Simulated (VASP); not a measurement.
Data:

```
CELL_PARAMETERS angstrom
      3.80000     0.00000     0.00000
      0.00000     3.80000     0.00000
      0.00000     0.00000     4.84000
ATOMIC_POSITIONS crystal
  Sn 0.50000 0.00000 0.76200
  Sn 0.00000 0.50000 0.23800
  O  0.50000 0.50000 0.00000
  O  0.00000 0.00000 0.00000
```

Computed with PBE GGA, VASP's PBE PAW potentials (set 64) (plane waves; VASP). Numerical set-up: 520 eV cut-off, 6×6×5 Monkhorst-Pack mesh, Gaussian smearing of 0.050 eV, potentials Sn_d O.

Estimate the energy per atom (σ→0), pressure, largest force.

```
Item                             Value
---------------------  ---------------
energy per atom (σ→0)   -5.667 eV/atom
pressure                      4.67 GPa
largest force          0.00923 Ha/bohr
```

The absolute energy has meaning only against runs of the same code, potentials and settings.

The compound is SnO in the litharge structure. The cell was not relaxed at this level. The run is one of a series of settings (KPOINTS 6×6×5 Monkhorst-Pack mesh against the base run), some of them coarse on purpose.
